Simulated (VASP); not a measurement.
Consider the following.

```yaml
crystal:
  lattice:
    - [0.00000, 2.83431, 2.83431]
    - [2.83431, 0.00000, 2.83431]
    - [2.83431, 2.83431, 0.00000]
  atoms:
    - { symbol: Be, position: [0.00000, 0.00000, 0.00000] }
    - { symbol: Te, position: [0.25000, 0.25000, 0.25000] }
```

Method: PBE GGA, VASP's PBE PAW potentials (set 64) (plane waves; VASP). Numerical set-up: 350 eV cut-off, 7×7×7 Γ-centred mesh, Gaussian smearing of 0.050 eV, potentials Be Te.

What does the run give for the energy per atom (σ→0)?

```yaml
energy per atom (σ→0): -3.811 eV/atom
```

Total energies compare only between runs with the same potentials, cut-off and functional.

The compound is BeTe in the zinc blende structure. It was relaxed first.
